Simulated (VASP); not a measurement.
VASP ran on this input.

File POSCAR:
```
Ni3Al
1.0
  3.5202801057   0.0000000000   0.0000000000
  0.0000000000   3.5202801057   0.0000000000
  0.0000000000   0.0000000000   3.5202801057
Al Ni
1 3
Cart
  0.0000000000   0.0000000000   0.0000000000
  0.0000000000   1.7601400528   1.7601400528
  1.7601400528   0.0000000000   1.7601400528
  1.7601400528   1.7601400528   0.0000000000
```

KPOINTS:
```
Automatic mesh
0
Gamma
8 8 8
0 0 0
```

### INCAR
```
! general
SYSTEM   = Ni3Al
PREC     = Accurate
ENCUT    = 520
LREAL    = .FALSE.
LASPH    = .TRUE.

! electronic loop
EDIFF    = 1E-6
NELM     = 100
ALGO     = Normal
LMAXMIX  = 4

! smearing
ISMEAR   = 1
SIGMA    = 0.1

! functional
GGA      = BO
LUSE_VDW = .TRUE.
AGGAC    = 0.0
PARAM1   = 0.1833333333
PARAM2   = 0.22

! spin
ISPIN    = 2
MAGMOM   = 0.0 3*0.5

! ions
IBRION   = 2
NSW      = 60
ISIF     = 3
EDIFFG   = -0.02

! output
LWAVE    = .FALSE.
LCHARG   = .FALSE.
LORBIT   = 10
```

POTCAR, in this order: Al Ni (PBE.64 set). Program: vasp_std.

Write an equivalent input for Quantum ESPRESSO's pw.x.

One equivalent input (not run):
```
&CONTROL
  calculation = 'vc-relax'
  pseudo_dir = './pseudo'
  outdir = './out'
  tprnfor = .true.
  tstress = .true.
  nstep = 60
  forc_conv_thr = 0.00078
/
&SYSTEM
  ibrav = 0
  nat = 4
  ntyp = 2
  ecutwfc = 98
  occupations = 'smearing'
  smearing = 'methfessel-paxton'
  degauss = 0.00735
  input_dft = 'vdw-df-obk8'
  nspin = 2
  starting_magnetization(2) = 0.05
/
&ELECTRONS
  conv_thr = 7.3e-08
  electron_maxstep = 100
/
&IONS
/
&CELL
/
ATOMIC_SPECIES
  Al 26.982 Al.upf
  Ni 58.693 Ni.upf
CELL_PARAMETERS angstrom
     3.5202801   -0.0000000    0.0000000
    -0.0000000    3.5202801   -0.0000000
    -0.0000000   -0.0000000    3.5202801
ATOMIC_POSITIONS crystal
  Al   0.0000000  0.0000000  0.0000000
  Ni   0.0000000  0.5000000  0.5000000
  Ni   0.5000000  0.0000000  0.5000000
  Ni   0.5000000  0.5000000  0.0000000
K_POINTS automatic
  8 8 8 0 0 0
```
The two are equivalent in intent, not identical: the potentials are each code's own (VASP's PAW set, PseudoDojo norm-conserving files in pw.x), so ENCUT and ecutwfc are chosen apart and not converted; conv_thr bounds pw.x's estimated SCF error, while EDIFF bounds the energy change between steps; starting_magnetization is a fraction of the valence charge and MAGMOM a moment in μB, so they match only roughly; forc_conv_thr acts on force components and is met together with etot_conv_thr.

The compound is Ni3Al in the L1_2 structure. This run relaxes it. Symmetry was kept, so distortions that lower it aren't found. The start is the result of an earlier pass.
